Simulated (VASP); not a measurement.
Consider the following.

```
CELL_PARAMETERS angstrom
      5.33132     0.00000     0.00000
      0.00000     3.92014     0.00000
      0.00000     0.00000     7.40875
ATOMIC_POSITIONS crystal
  Rh 0.52667 0.25000 0.79792
  Rh 0.02667 0.25000 0.70208
  Rh 0.47333 0.75000 0.20208
  Rh 0.97333 0.75000 0.29792
  Rh 0.16343 0.25000 0.06967
  Rh 0.66343 0.25000 0.43033
  Rh 0.83657 0.75000 0.93033
  Rh 0.33657 0.75000 0.56967
  Si 0.71545 0.25000 0.10431
  Si 0.21545 0.25000 0.39569
  Si 0.28455 0.75000 0.89569
  Si 0.78455 0.75000 0.60431
```

Computed with PBEsol GGA, VASP's PBE PAW potentials (set 64) (plane waves; VASP 6.6.1). Numerical set-up: 400 eV cut-off, Gaussian smearing of 0.050 eV, potentials Rh_pv Si.

### Question
Give the energies of bands 61 to 74 at the high-symmetry points, in eV from the Fermi level.

### Answer

```csv
band,Γ,X,S,Y,Z,U,R,T
61,-1.31,-1.07,-1.19,-1.61,-1.23,-0.86,-1.32,-1.81
62,-1.22,-1.07,-1.19,-1.61,-1.23,-0.86,-1.32,-1.81
63,-1.07,-0.81,-1.19,-1.48,-0.90,-0.83,-1.32,-1.73
64,-1.04,-0.81,-1.19,-1.48,-0.90,-0.83,-1.32,-1.73
65,-0.86,-0.46,-0.87,-1.17,-0.18,-0.47,-1.00,-1.16
66,-0.57,-0.46,-0.87,-1.17,-0.18,-0.47,-1.00,-1.16
67,-0.44,-0.16,-0.87,-0.83,-0.09,0.10,-1.00,-0.58
68,-0.02,-0.16,-0.87,-0.83,-0.09,0.10,-1.00,-0.58
69,0.05,0.21,0.39,0.04,-0.06,0.61,0.52,0.14
70,0.13,0.21,0.39,0.04,-0.06,0.61,0.52,0.14
71,0.94,2.64,0.39,0.15,0.98,1.92,0.52,0.97
72,1.08,2.64,0.39,0.15,0.98,1.92,0.52,0.97
73,1.87,3.13,1.91,2.42,2.04,2.91,2.48,1.32
74,2.80,3.13,1.91,2.42,2.04,2.91,2.48,1.32
```

It has no gap at this level: it comes out as a metal or semimetal.

The structure was generated: SiRh2 was put into the Co2Si type (Pnma), which need not be its known phase. It was relaxed first.
